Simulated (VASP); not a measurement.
Calculation: PBEsol GGA, VASP's PBE PAW potentials (set 64) (plane waves; VASP).

A VASP calculation is set up with these files.

File POSCAR:
```
HfO2
1.0
  0.0000000000   2.5100670508   2.5100670508
  2.5100670508   0.0000000000   2.5100670508
  2.5100670508   2.5100670508   0.0000000000
Hf O
1 2
direct
  0.0000000000   0.0000000000   0.0000000000
  0.7500000000   0.7500000000   0.7500000000
  0.2500000000   0.2500000000   0.2500000000
```

KPOINTS:
```
Automatic mesh
0
Gamma
8 8 8
0 0 0
```

**INCAR**
```
NSW=1   ! most ionic steps
NELM=100   ! most electronic steps
SYSTEM=HfO2
GGA=PS
IBRION=8
SIGMA=0.01   ! width (eV)
ALGO=Normal
LEPSILON=.True.
LREAL=.False.
LCHARG=.False.
LMAXMIX=6   ! l cut-off of mixed one-centre charges
LWAVE=.False.
ISMEAR=0   ! Gaussian
EDIFF=1E-8
ENCUT=520   ! plane-wave cut-off (eV)
LASPH=.True.   ! aspherical one-centre terms
PREC=Accurate
```

POTCAR, in this order: Hf_pv O (PBE.64 set). Program: vasp_std.

Output

**OUTCAR**
```


 HEAD OF MICROSCOPIC STATIC DIELECTRIC TENSOR (INDEPENDENT PARTICLE, excluding Hartree and local field effects)
 ------------------------------------------------------
           5.475119     0.000000     0.000000
          -0.000000     5.475119     0.000000
          -0.000000     0.000000     5.475119
 ------------------------------------------------------

 MACROSCOPIC STATIC DIELECTRIC TENSOR (including local field effects in DFT)
 ------------------------------------------------------
           5.314545     0.000000     0.000000
          -0.000000     5.314545    -0.000000
           0.000000    -0.000000     5.314545
 ------------------------------------------------------

 PIEZOELECTRIC TENSOR (including local field effects)  for field in x, y, z        (e  Angst)
          XX          YY          ZZ          XY          YZ          ZX
  --------------------------------------------------------------------------------
  x     0.00000     0.00000     0.00000     0.00000     0.00000     0.00000
  y     0.00000     0.00000     0.00000     0.00000     0.00000     0.00000
  z     0.00000     0.00000     0.00000     0.00000     0.00000     0.00000

 PIEZOELECTRIC TENSOR (including local field effects)  for field in x, y, z        (C/m^2)
          XX          YY          ZZ          XY          YZ          ZX
  --------------------------------------------------------------------------------
  x     0.00000     0.00000     0.00000     0.00000     0.00000     0.00000
  y     0.00000     0.00000     0.00000     0.00000     0.00000     0.00000
  z     0.00000     0.00000     0.00000     0.00000     0.00000     0.00000

 BORN EFFECTIVE CHARGES (including local field effects) (in |e|, cummulative output)
 ---------------------------------------------------------------------------------
 ion    1
    1     5.52831     0.00000     0.00000
    2     0.00000     5.52831     0.00000
    3     0.00000     0.00000     5.52831
 ion    2
    1    -2.76415     0.00000     0.00000
    2     0.00000    -2.76415     0.00000
    3     0.00000     0.00000    -2.76415
 ion    3
    1    -2.76415     0.00000     0.00000
    2     0.00000    -2.76415     0.00000
    3     0.00000     0.00000    -2.76415
```
(Selected blocks of OUTCAR.)

The structure comes from a computed database's HfO2 entry (Fm-3m); how it stands against other phases isn't given here. It was relaxed first.
